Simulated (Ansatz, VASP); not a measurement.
Two plane-wave programs on Tl3S

```
CELL_PARAMETERS angstrom
-2.39708 2.39708 5.24367
2.39708 -2.39708 5.24367
2.39708 2.39708 -5.24367
ATOMIC_POSITIONS crystal
Tl 0.50000 0.50000 0.00000
Tl 0.25000 0.75000 0.50000
Tl 0.75000 0.25000 0.50000
S 0.00000 0.00000 0.00000
```

Change from the starting cell: volume scaled by 1.06.

Alike in both runs: task single point; functional PBE; k mesh 8 × 8 × 8; occupations fermi-dirac, width 0.05 eV; no spin polarisation.

|  | VASP | Ansatz |
| --- | --- | --- |
| version | VASP 6.6.1 | Ansatz 0.2.0 |
| potentials or method | VASP PAW PBE potentials, release 64 (Tl_d, S) | Ansatz PAW |
| plane-wave cutoff (eV) | 520 | 420 |
| valence electrons in the cell | 45 | 45 |

Ansatz gave:

| Property | Result |
| --- | --- |
| gap on the k mesh at the Fermi level (eV) | none |
| pressure (GPa) | -1.5 |

Problem. Which values does VASP return?

Solution. gap on the k mesh at the Fermi level (eV): none; pressure (GPa): -1.6.

A gap of «none» marks a metal or a gap that the smearing closes. With one functional, cell and mesh, what is left measures potentials, basis and numerics.

Spin-orbit coupling is left out, which matters for the levels of Tl.
